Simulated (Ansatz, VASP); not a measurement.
**Al7C: VASP beside Ansatz**

```
Al C
1.0
     0.00000    3.93899    3.93899
     3.93899    0.00000    3.93899
     3.93899    3.93899    0.00000
Al C
7 1
Direct
  0.50000 0.50000 0.50000
  0.50000 0.00000 0.00000
  0.50000 0.00000 0.50000
  0.00000 0.50000 0.50000
  0.00000 0.50000 0.00000
  0.50000 0.50000 0.00000
  0.00000 0.00000 0.50000
  0.00000 0.00000 0.00000
```

Change from the starting cell: species swapped into the CuPt7 type (Fm-3m, No. 225).

Alike in both runs: functional PBE; k mesh 8 × 8 × 8; occupations gaussian, width 0.1 eV; no spin polarisation.

Ansatz relaxed the structure, and its values are those at the end. VASP's run is a single point on that final structure, the one shown.

|  | VASP | Ansatz |
| --- | --- | --- |
| version | VASP 6.6.1 | Ansatz 0.2.0 |
| potentials or method | VASP PAW PBE potentials, release 64 (Al, C) | scalar-relativistic, plane waves, PAW |
| plane-wave cutoff (eV) | 520 | 420 |
| valence electrons in the cell | 25 | 25 |

|  | VASP | Ansatz | Ansatz less VASP |
| --- | --- | --- | --- |
| gap on the k mesh at the Fermi level (eV) | none | none | - |
| pressure (GPa) | 0.0 | 0.0 | +0.03 |

A gap of «none» marks a metal or a gap that the smearing closes.
